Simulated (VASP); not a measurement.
Output of a VASP run:

### OUTCAR
```
 ion  position               nearest neighbor table
   1  0.000  0.000  0.000-   2 2.31   2 2.31   2 2.31   2 2.31   2 2.31   2 2.31
   2  0.500  0.500  0.500-   1 2.31   1 2.31   1 2.31   1 2.31   1 2.31   1 2.31
  LATTYP: Found a face centered cubic cell.
 ALAT       =     4.6300000000
 Subroutine PRICEL returns:
 Original cell was already a primitive cell.
 Subroutine GETGRP returns: Found 48 space group operations
The static configuration has the point symmetry O_h .
The dynamic configuration has the point symmetry O_h .
 Subroutine INISYM returns: Found 48 space group operations
 Subroutine IBZKPT returns following result:
 Found      3 irreducible k-points:

 Following reciprocal coordinates:
            Coordinates               Weight
  0.000000  0.000000  0.000000      1.000000
  0.500000  0.000000  0.000000      4.000000
  0.500000  0.500000  0.000000      3.000000
   k-points           NKPTS =      3   k-points in BZ     NKDIM =      3   number of bands    NBANDS=     11
   number of dos      NEDOS =    301   number of ions     NIONS =      2
   total plane-waves  NPLWV =  13824
   dimension x,y,z NGX =    24 NGY =   24 NGZ =   24
   dimension x,y,z NGXF=    48 NGYF=   48 NGZF=   48
   ions per type =               1   1
   PREC   = accura    normal or accurate (medium, high low for compatibility)
   ISTART =      0    job   : 0-new  1-cont  2-samecut
   ICHARG =      2    charge: 1-file 2-atom 10-const
   ISPIN  =      1    spin polarized calculation?
   LNONCOLLINEAR =      F non collinear calculations
   LSORBIT =      F    spin-orbit coupling
   INIWAV =      1    electr: 0-lowe 1-rand  2-diag
   ENCUT  =  400.0 eV  29.40 Ry    5.42 a.u.   5.34  5.34  5.34*2*pi/ulx,y,z
   NELM   =    100;   NELMIN=  2; NELMDL= -5     # of ELM steps
   EDIFF  = 0.1E-05   stopping-criterion for ELM
   LREAL  =      F    real-space projection
   NLSPLINE    = F    spline interpolate recip. space projectors
   LMAXMIX     =    2 max onsite mixed and CHGCAR
   VOSKOWN=      0    Vosko Wilk Nusair interpolation
   EDIFFG = 0.1E-04   stopping-criterion for IOM
   NSW    =      0    number of steps for IOM
   NBLOCK =      1;   KBLOCK =      1    inner block; outer block
   IBRION =     -1    ionic relax: 0-MD 1-quasi-New 2-CG
   NFREE  =      0    steps in history (QN), initial steepest desc. (CG)
   ISIF   =      2    stress and relaxation
   ISYM   =      2    0-nonsym 1-usesym 2-fastsym
   TEIN   =    0.0    initial temperature
   TEBEG  =    0.0;   TEEND  =   0.0 temperature during run
   SMASS  =  -3.00    Nose mass-parameter (am)
   PSTRESS=    0.0 pullay stress
   NELECT =      14.0000    total number of electrons
   EFERMI =   0.00;   METHOD = LEGACY
   ISMEAR =    -1;   SIGMA  =   0.05  broadening in eV -4-tet -1-fermi 0-gaus
   IALGO  =     38    algorithm
   LDIAG  =      T    sub-space diagonalisation (order eigenvalues)
   IMIX   =      4    mixing-type and parameters
     AMIX     =   0.40;   BMIX     =  1.00
     AMIX_MAG =   1.60;   BMIX_MAG =  1.00
     AMIN     =   0.10
   GGA     = PE    functional components
   VOSKOWN =     0    Vosko Wilk Nusair interpolation
   LHFCALC =     F    Hartree Fock is set to
   LHFONE  =     F    Hartree Fock one center treatment
   AEXX    =    0.0000 exact exchange contribution
   IVDW    =     0    specifies the selected vdW correction
   LEPSILON=     F    determine dielectric tensor
   LRPA    =     F    only Hartree local field effects (RPA)
  energy-cutoff  :      400.00
  volume of cell :       24.81
      direct lattice vectors                 reciprocal lattice vectors
     0.000000000  2.315000000  2.315000000    -0.215982721  0.215982721  0.215982721
     2.315000000  0.000000000  2.315000000     0.215982721 -0.215982721  0.215982721
     2.315000000  2.315000000  0.000000000     0.215982721  0.215982721 -0.215982721
 k-point     1 :   0.0000 0.0000 0.0000  plane waves:     459
 k-point     2 :   0.5000 0.0000 0.0000  plane waves:     464
 k-point     3 :   0.5000 0.5000 0.0000  plane waves:     460
 maximum number of plane-waves:       464
```

File OSZICAR:
```
       N       E                     dE             d eps       ncg     rms          rms(c)
DAV:   1     0.967310497396E+02    0.96731E+02   -0.79347E+03    66   0.127E+03
DAV:   2    -0.471392855976E+01   -0.10144E+03   -0.95618E+02    66   0.329E+02
DAV:   3    -0.937187710708E+01   -0.46579E+01   -0.46451E+01    78   0.753E+01
DAV:   4    -0.941387934163E+01   -0.42002E-01   -0.42000E-01    69   0.765E+00
DAV:   5    -0.941433720584E+01   -0.45786E-03   -0.45786E-03    81   0.791E-01    0.535E+00
DAV:   6    -0.849727303591E+01    0.91706E+00   -0.35896E+00    77   0.178E+01    0.186E+00
DAV:   7    -0.848398589499E+01    0.13287E-01   -0.25938E-02    66   0.253E+00    0.112E+00
DAV:   8    -0.848466947727E+01   -0.68358E-03   -0.30753E-02    66   0.338E+00    0.108E-01
DAV:   9    -0.848549210019E+01   -0.82262E-03   -0.22218E-03    66   0.478E-01    0.538E-02
DAV:  10    -0.848545782327E+01    0.34277E-04   -0.26526E-04    69   0.189E-01    0.461E-03
DAV:  11    -0.848545981324E+01   -0.19900E-05   -0.64562E-06    69   0.506E-02    0.262E-03
DAV:  12    -0.848546066288E+01   -0.84964E-06   -0.75911E-07    66   0.140E-02
   1 F= -.84854607E+01 E0= -.84854607E+01  d E =-.173578E-10
```

### OUTCAR
```
------------------------ aborting loop because EDIFF is reached ----------------------------------------
  FORCE on cell =-STRESS in cart. coord.  units (eV):
  Direction    XX          YY          ZZ          XY          YZ          ZX
  --------------------------------------------------------------------------------------
  Total       -0.4307167     -0.4307167     -0.4307167      0.0000000      0.0000000      0.0000000
  in kB      -27.8111745    -27.8111745    -27.8111745      0.0000000      0.0000000      0.0000000
  external PRESSURE =     -27.8111745 kB  Pullay stress =       0.0000000 kB
  volume of cell :       24.81
      direct lattice vectors                 reciprocal lattice vectors
     0.000000000  2.315000000  2.315000000    -0.215982721  0.215982721  0.215982721
     2.315000000  0.000000000  2.315000000     0.215982721 -0.215982721  0.215982721
     2.315000000  2.315000000  0.000000000     0.215982721  0.215982721 -0.215982721
  FREE ENERGIE OF THE ION-ELECTRON SYSTEM (eV)
  ---------------------------------------------------
  free  energy   TOTEN  =        -8.4854606629 eV

  energy  without entropy=       -8.4854606629  energy(sigma->0) =       -8.48546066
```
(Selected blocks of OUTCAR.)

POSCAR:
```
NaF
1
    0.0000000000     2.3150000000     2.3150000000
    2.3150000000     0.0000000000     2.3150000000
    2.3150000000     2.3150000000     0.0000000000
Na F
1 1
Direct
  0.0000000000   0.0000000000   0.0000000000
  0.5000000000   0.5000000000   0.5000000000
```

### Question
Reconstruct the remaining input files.

### Answer
Several could match; the one computed here: the input of the run itself, PBE GGA, plane waves, VASP's PBE PAW potentials (set 64).

### KPOINTS
```
Automatic mesh
0
Gamma
2 2 2
0 0 0
```

### INCAR
```
ALGO = Normal
EDIFF = 1E-6
ENCUT = 400
GGA = PE
ISIF = 2
ISMEAR = -1
LASPH = .TRUE.
LCHARG = .FALSE.
LREAL = .FALSE.
LWAVE = .FALSE.
NELM = 100
PREC = Accurate
SIGMA = 0.05
SYSTEM = NaF
```

POTCAR, in this order: Na_pv F (PBE.64 set). Program: vasp_std.

At this cut-off the stress carries a Pulay error, which pulls relaxed volumes low.

The structure is a typed NaF crystal (Fm-3m). The cell was not relaxed at this level. The k-mesh is coarse (spacing up to 1.18 per Å, 2π included), so the numbers may not be converged in it. The run is one of a series of settings (KPOINTS 2×2×2 Γ-centred mesh against the base run), some of them coarse on purpose.
